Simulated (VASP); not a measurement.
CuSn3 under changes of volume

One of the cells (24.239 Å³/atom); the others are scaled copies at fixed shape and fractional positions:

```xyz
8
Lattice="6.6667 0.0000 0.0000 -3.3334 5.7736 0.0000 0.0000 0.0000 5.0380" Properties=species:S:1:pos:R:3 pbc="T T T"
Sn    0.0000    1.9900    1.2595
Sn   -1.6100    4.7786    1.2595
Sn    1.6100    4.7786    1.2595
Sn    3.3334    3.7835    3.7785
Sn    4.9433    0.9950    3.7785
Sn    1.7234    0.9950    3.7785
Cu    0.0000    3.8490    3.7785
Cu    3.3334    1.9245    1.2595
```

The cell comes from a database or a generator and needn't be the stable form of this composition.

- Program: VASP 6.6.1
- Functional: PBE
- Potentials or basis: VASP PAW PBE potentials, release 64 (Sn_d, Cu)
- Cutoff: 520 eV
- k mesh: 5 × 5 × 6
- Occupations: fermi-dirac, width 0.05 eV
- Spin: no spin polarisation

```tsv
volume (Å³/atom)	energy over the lowest point (meV/atom)	pressure (GPa)	largest force (eV/Å)
22.338	18.42	4.2	0.242
22.814	7.94	2.7	0.240
23.289	1.67	1.4	0.239
24.239	0.00	-0.8	0.238
24.715	?	?	?
25.190	10.30	-2.6	0.236
```

What does the run at 24.715 Å³/atom give?

Energy over the lowest point 3.82 meV/atom; pressure -1.8 GPa; largest force 0.237 eV/Å.

Worked out: A Birch-Murnaghan fit of order 3 (a polynomial in V^(-2/3)) to the other rows has its minimum at 23.88 Å³/atom with B0 = V·E''(V) = 55 GPa and B' = 4.7 at fixed shape and positions, which overstates the stiffness. It gives 3.82 meV/atom at 24.715 Å³/atom, against the run's 3.82, and -dE/dV = -1.8 GPa, against -1.8.

Energies are extrapolated to zero smearing.
